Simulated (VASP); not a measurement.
Level of theory: PBE GGA, VASP's PBE PAW potentials (set 64) (plane waves; VASP 6.6.1).

VASP ran on this input.

POSCAR:
```
HfO2
1
    0.0000000000     2.4991570000     2.4991570000
    2.4991570000     0.0000000000     2.4991570000
    2.4991570000     2.4991570000     0.0000000000
Hf O
1 2
Direct
  0.0000000000   0.0000000000   0.0000000000
  0.2500000000   0.2500000000   0.2500000000
  0.7500000000   0.7500000000   0.7500000000
```

INCAR:
```
SYSTEM  =  HfO2
PREC  =  Accurate; ENCUT  =  400; LREAL  =  .FALSE.
LASPH  =  .TRUE.
EDIFF  =  1E-6; NELM  =  100; ALGO  =  Normal
LMAXMIX  =  6
ISMEAR  =  -1; SIGMA  =  0.01
GGA  =  PE
ISIF  =  2
LWAVE  =  .FALSE.; LCHARG  =  .FALSE.
```

KPOINTS:
```
Automatic
0
gamma
 8 8 8
```

POTCAR, in this order: Hf_pv O (PBE.64 set). Program: vasp_std.

The run wrote:

### OSZICAR
```
       N       E                     dE             d eps       ncg     rms          rms(c)
DAV:   1     0.799581663986E+02    0.79958E+02   -0.11243E+04   878   0.118E+03
DAV:   2    -0.331793338008E+02   -0.11314E+03   -0.10908E+03  1108   0.284E+02
DAV:   3    -0.358359669167E+02   -0.26566E+01   -0.26554E+01  1108   0.447E+01
DAV:   4    -0.358486796311E+02   -0.12713E-01   -0.12711E-01  1115   0.336E+00
DAV:   5    -0.358487921031E+02   -0.11247E-03   -0.11247E-03  1073   0.278E-01    0.529E+01
DAV:   6    -0.303389499038E+02    0.55098E+01   -0.27668E+01   961   0.380E+01    0.457E+01
DAV:   7    -0.302574830948E+02    0.81467E-01   -0.69048E-01  1094   0.768E+00    0.296E+01
DAV:   8    -0.302366697020E+02    0.20813E-01   -0.16327E-01  1101   0.427E+00    0.541E+00
DAV:   9    -0.302283843886E+02    0.82853E-02   -0.34160E-02  1101   0.159E+00    0.162E+00
DAV:  10    -0.302284197631E+02   -0.35375E-04   -0.42066E-03  1053   0.516E-01    0.292E-01
DAV:  11    -0.302283910373E+02    0.28726E-04   -0.29362E-04  1024   0.145E-01    0.204E-01
DAV:  12    -0.302283992242E+02   -0.81869E-05   -0.44790E-05  1088   0.508E-02    0.468E-02
DAV:  13    -0.302284001078E+02   -0.88359E-06   -0.20694E-06  1049   0.118E-02
   1 F= -.30228400E+02 E0= -.30228400E+02  d E =-.350635E-14
```

OUTCAR:
```
------------------------ aborting loop because EDIFF is reached ----------------------------------------
  FORCE on cell =-STRESS in cart. coord.  units (eV):
  Direction    XX          YY          ZZ          XY          YZ          ZX
  --------------------------------------------------------------------------------------
  Total        1.1248357      1.1248357      1.1248357      0.0000000      0.0000000      0.0000000
  in kB       57.7283401     57.7283401     57.7283401      0.0000000      0.0000000      0.0000000
  external PRESSURE =      57.7283401 kB  Pullay stress =       0.0000000 kB
  volume of cell :       31.22
      direct lattice vectors                 reciprocal lattice vectors
     0.000000000  2.499157000  2.499157000    -0.200067463  0.200067463  0.200067463
     2.499157000  0.000000000  2.499157000     0.200067463 -0.200067463  0.200067463
     2.499157000  2.499157000  0.000000000     0.200067463  0.200067463 -0.200067463
 POSITION                                       TOTAL-FORCE (eV/Angst)
 -----------------------------------------------------------------------------------
      0.00000      0.00000      0.00000         0.000000     -0.000000     -0.000000
      1.24958      1.24958      1.24958         0.000000      0.000000      0.000000
      3.74874      3.74874      3.74874        -0.000000     -0.000000     -0.000000
 -----------------------------------------------------------------------------------
    total drift:                               -0.000000      0.000000      0.000000
  FREE ENERGIE OF THE ION-ELECTRON SYSTEM (eV)
  ---------------------------------------------------
  free  energy   TOTEN  =       -30.2284001078 eV

  energy  without entropy=      -30.2284001078  energy(sigma->0) =      -30.22840011
```
(Selected blocks of OUTCAR.)

At this cut-off the stress carries a Pulay error, which pulls relaxed volumes low.

The structure is a typed HfO2 crystal (Fm-3m). The cell was not relaxed at this level, and its volume differs by -5.9 % from the start's.
